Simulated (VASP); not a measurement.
# KBaBiWO6 (F-43m) in VASP: single point with PBE

Aim: the single point of KBaBiWO6 with PBE.

Program: VASP 6.6.1. These are calculated values, not measurements. Logs are shortened: lines on timing, memory, paths and dates and some standing lists are left out, and cuts for length are marked.

## 1. The crystal as given

The structure is cubic, space group F-43m (No. 216). The conventional cell has a = 8.599 Å, b = 8.599 Å, c = 8.599 Å, α = 90.00°, β = 90.00°, γ = 90.00°. Around K (site symmetry -43m) lie 12 O at 3.05 Å. Around Ba (site symmetry -43m) lie 12 O at 3.05 Å. Bi (site symmetry -43m) has 6 O at 2.34 Å as nearest neighbours. Around W (site symmetry -43m) lie 6 O at 1.96 Å. O (site symmetry 2mm) has 1 W at 1.96 Å as nearest neighbours.

The cell comes from a database or a generator and needn't be the stable form of this composition.

## 2. Single point, PBE

Input file INCAR:

```
SYSTEM = KBaBiWO6
PREC = Accurate
ENCUT = 520
EDIFF = 1E-7
ISMEAR = 0
SIGMA = 0.01
LREAL = .FALSE.
LASPH = .TRUE.
NELM = 100
ALGO = Normal
ISIF = 2
LWAVE = .FALSE.
LCHARG = .FALSE.
GGA = PE
NBANDS = 53
```

Input file KPOINTS:

```
regular mesh
0
G
  4 4 4
  0 0 0
```

Input file POSCAR:

```
KBaBiWO6
1.0
    0.0000000000      4.2993890000      4.2993890000
    4.2993890000      0.0000000000      4.2993890000
    4.2993890000      4.2993890000      0.0000000000
K Ba Bi W O
1 1 1 1 6
Direct
    0.7500000000      0.7500000000      0.7500000000
    0.2500000000      0.2500000000      0.2500000000
    0.0000000000      0.0000000000      0.0000000000
    0.5000000000      0.5000000000      0.5000000000
    0.7278500000      0.2721500000      0.2721500000
    0.2721500000      0.7278500000      0.7278500000
    0.7278500000      0.7278500000      0.2721500000
    0.2721500000      0.2721500000      0.7278500000
    0.2721500000      0.7278500000      0.2721500000
    0.7278500000      0.2721500000      0.7278500000
```

Potentials or basis: VASP PAW PBE potentials, release 64 (K_sv, Ba_sv, Bi_d, W_sv, O).

Run with:

```sh
> cat potpaw_PBE.64/K_sv/POTCAR potpaw_PBE.64/Ba_sv/POTCAR potpaw_PBE.64/Bi_d/POTCAR potpaw_PBE.64/W_sv/POTCAR potpaw_PBE.64/O/POTCAR > POTCAR
> mpirun -np 1 vasp_std > vasp.out
```

OUTCAR:

```text
SYSTEM = KBaBiWO6
   PREC = Accurate
   ENCUT = 520
   EDIFF = 1E-7
   ISMEAR = 0
   LREAL = .FALSE.
   LASPH = .TRUE.
   NELM = 100
   ISIF = 2
   GGA = PE

 ion  position               nearest neighbor table
   1  0.750  0.750  0.750-   3 3.72   3 3.72   3 3.72   3 3.72
   2  0.250  0.250  0.250-   5 3.05   8 3.05   9 3.05   6 3.05   8 3.05  10 3.05   6 3.05   7 3.05
                             9 3.05   5 3.05   7 3.05  10 3.05   4 3.72   3 3.72   3 3.72   4 3.72
   3  0.000  0.000  0.000-   5 2.34   6 2.34   7 2.34   8 2.34   9 2.34  10 2.34   1 3.72   1 3.72
                             1 3.72   2 3.72   1 3.72   2 3.72   2 3.72   2 3.72
   4  0.500  0.500  0.500-   5 1.96   6 1.96   7 1.96   8 1.96   9 1.96  10 1.96   2 3.72   2 3.72
                             2 3.72   2 3.72
   5  0.728  0.272  0.272-   4 1.96   3 2.34   2 3.05   2 3.05
   6  0.272  0.728  0.728-   4 1.96   3 2.34   2 3.05   2 3.05
   7  0.728  0.728  0.272-   4 1.96   3 2.34   2 3.05   2 3.05
   8  0.272  0.272  0.728-   4 1.96   3 2.34   2 3.05   2 3.05
   9  0.272  0.728  0.272-   4 1.96   3 2.34   2 3.05   2 3.05
  10  0.728  0.272  0.728-   4 1.96   3 2.34   2 3.05   2 3.05

  LATTYP: Found a face centered cubic cell.
 ALAT       =     8.5987780000

  Lattice vectors:

 A1 = (   0.0000000000,   4.2993890000,   4.2993890000)
 A2 = (   4.2993890000,   0.0000000000,   4.2993890000)
 A3 = (   4.2993890000,   4.2993890000,   0.0000000000)

Analysis of symmetry for initial positions (statically):
=====================================================================
 Subroutine PRICEL returns:
 Original cell was already a primitive cell.

 Routine SETGRP: Setting up the symmetry group for a
 face centered cubic supercell.

 Subroutine GETGRP returns: Found 24 space group operations
 (whereof 24 operations were pure point group operations)
 out of a pool of 48 trial point group operations.

The static configuration has the point symmetry T_d .

Analysis of symmetry for dynamics (positions and initial velocities):
=====================================================================
 Subroutine PRICEL returns:
 Original cell was already a primitive cell.

 Routine SETGRP: Setting up the symmetry group for a
 face centered cubic supercell.

 Subroutine GETGRP returns: Found 24 space group operations
 (whereof 24 operations were pure point group operations)
 out of a pool of 48 trial point group operations.

The dynamic configuration has the point symmetry T_d .

 Subroutine INISYM returns: Found 24 space group operations
 (whereof 24 operations are pure point group operations),
 and found     1 'primitive' translations

[... 106 lines left out ...]
   EMIN   =  10.00;   EMAX   =-10.00  energy-range for DOS
   EFERMI =   0.00;   METHOD = LEGACY
   ISMEAR =     0;   SIGMA  =   0.01  broadening in eV -4-tet -1-fermi 0-gaus
   EFERMI_NEDOS =   21; number of points for ismear=-14 and -15
   IALGO  =     38    algorithm
   IMIX   =      4    mixing-type and parameters
     AMIX     =   0.40;   BMIX     =  1.00
     AMIX_MAG =   1.60;   BMIX_MAG =  1.00
  volume/ion in A,a.u.               =      15.89       107.26
  Fermi-wavevector in a.u.,A,eV,Ry     =   1.323583  2.501209 23.835666  1.751872
  Thomas-Fermi vector in A             =   2.453180
   LORBIT       =      0    0 simple, 1 ext, 2 COOP (PROOUT), +10 PAW based schemes
   GGA     = PE    functional components
   LHFCALC =     F    Hartree Fock is set to
   AEXX    =    0.0000 exact exchange contribution
   IVDW    =     0    specifies the selected vdW correction
   LEPSILON=     F    determine dielectric tensor
   LRPA    =     F    only Hartree local field effects (RPA)
 non-spin polarized calculation
 Gauss-broadening in eV      SIGMA  =   0.01
  energy-cutoff  :      520.00
  volume of cell :      158.95
 maximum number of plane-waves:      4314
 NGX is ok and might be reduce to    48
   NGX = 23   NGY = 23   NGZ = 23

 number of electron      84.0000000 magnetization

 Free energy of the ion-electron system (eV)
  ---------------------------------------------------
  ext. energy  EPLUGINS =         0.00000000
  ---------------------------------------------------
  free energy    TOTEN  =       -70.44014972 eV

  energy without entropy =      -70.44014972  energy(sigma->0) =      -70.44014972

 E-fermi :   3.6899     XC(G=0): -10.1638

 val. band max:        3.6071429483   @ k =   0.5000   0.0000   0.0000
 cond. band min:       5.5960435985   @ k =   0.5000   0.0000   0.0000
 fundamental gap:      1.9889006502
 Fermi energy:         3.6898776148

 k-point     1 :       0.0000    0.0000    0.0000
  band No.  band energies     occupation
      1     -71.7966      2.00000
      2     -35.9238      2.00000
      3     -35.9238      2.00000
      4     -35.9238      2.00000
      5     -25.1753      2.00000
      6     -23.0341      2.00000
[... 437 lines left out ...]
     52      10.0690      0.00000
     53      10.9283      0.00000

------------------------ aborting loop because EDIFF is reached ----------------------------------------

  FORCE on cell =-STRESS in cart. coord.  units (eV):
  Direction    XX          YY          ZZ          XY          YZ          ZX
  --------------------------------------------------------------------------------------
  -------------------------------------------------------------------------------------
  Total       -1.5627800     -1.5627800     -1.5627800      0.0000000      0.0000000      0.0000000
  in kB      -15.7528163    -15.7528163    -15.7528163      0.0000000      0.0000000      0.0000000
  external PRESSURE =     -15.7528163 kB  Pullay stress =       0.0000000 kB

 VOLUME and BASIS-vectors are now :
 -----------------------------------------------------------------------------
  energy-cutoff  :      520.00
  volume of cell :      158.95
      direct lattice vectors                 reciprocal lattice vectors
     0.000000000  4.299389000  4.299389000    -0.116295595  0.116295595  0.116295595
     4.299389000  0.000000000  4.299389000     0.116295595 -0.116295595  0.116295595
     4.299389000  4.299389000  0.000000000     0.116295595  0.116295595 -0.116295595

 POSITION                                       TOTAL-FORCE (eV/Angst)
 -----------------------------------------------------------------------------------
      6.44908      6.44908      6.44908        -0.000000     -0.000000     -0.000000
      2.14969      2.14969      2.14969        -0.000000     -0.000000     -0.000000
      0.00000      0.00000      0.00000        -0.000000     -0.000000     -0.000000
      4.29939      4.29939      4.29939        -0.000000     -0.000000     -0.000000
      2.34016      4.29939      4.29939         0.545961     -0.000000     -0.000000
      6.25862      4.29939      4.29939        -0.545961     -0.000000     -0.000000
      4.29939      4.29939      6.25862        -0.000000     -0.000000     -0.545961
      4.29939      4.29939      2.34016        -0.000000     -0.000000      0.545961
      4.29939      2.34016      4.29939        -0.000000      0.545961     -0.000000
      4.29939      6.25862      4.29939        -0.000000     -0.545961     -0.000000
 -----------------------------------------------------------------------------------
    total drift:                               -0.000000     -0.000000      0.000000

  FREE ENERGIE OF THE ION-ELECTRON SYSTEM (eV)
  ---------------------------------------------------
  free  energy   TOTEN  =       -70.4401497166 eV

  energy  without entropy=      -70.4401497166  energy(sigma->0) =      -70.44014972
```

stdout:

```text
POSCAR found type information on POSCAR K BaBiW O
 POSCAR found :  5 types and      10 ions
 scaLAPACK will be used
 LDA part: xc-table for (Slater+PW92), standard interpolation
 POSCAR, INCAR and KPOINTS ok, starting setup
 FFT: planning ... GRIDC
 FFT: planning ... GRID_SOFT
 FFT: planning ... GRID
 WAVECAR not read
 entering main loop
```

Run time: 79 s. Hardware: 1 thread of Intel Xeon Platinum 8488C (Sapphire Rapids), shared host; peak memory 0.36 GiB.

What came out:

| Item | Value |
| --- | --- |
| Free energy | -70.4401 eV |
| Pressure | -1.6 GPa |
| Largest force | 0.546 eV/Å |
| Band gap on the k mesh | 1.99 eV, direct |

Forces in eV/Å, atoms in the order of the input:
```
K    0.000  0.000  0.000
Ba   0.000  0.000  0.000
Bi   0.000  0.000  0.000
W    0.000  0.000  0.000
O    0.546  0.000  0.000
O   -0.546  0.000  0.000
O    0.000  0.000 -0.546
O    0.000  0.000  0.546
O    0.000  0.546  0.000
O    0.000 -0.546  0.000
```

Levels at points of the mesh, in eV from the valence-band top:
| k point | band 38 | band 39 | band 40 | band 41 | band 42 | band 43 | band 44 | band 45 | band 46 | band 47 |
| --- | --- | --- | --- | --- | --- | --- | --- | --- | --- | --- |
| (0.00, 0.00, 0.00) | -1.63 | -1.63 | -0.84 | -0.84 | -0.84 | 2.32 | 2.32 | 2.32 | 3.97 | 3.97 |
| (0.50, 0.00, 0.00) | -1.59 | -1.38 | -1.38 | -1.10 | 0.00 | 1.99 | 2.38 | 2.38 | 3.91 | 3.91 |
| (0.50, 0.50, 0.00) | -1.87 | -1.87 | -1.52 | -1.52 | -0.88 | 2.12 | 2.96 | 2.96 | 4.99 | 5.02 |

Caveat: spin-orbit coupling is left out, which as a rule narrows the gap of such compounds by several tenths of an eV. Expect the measured gap to be larger: semilocal functionals such as PBE lack the derivative discontinuity.
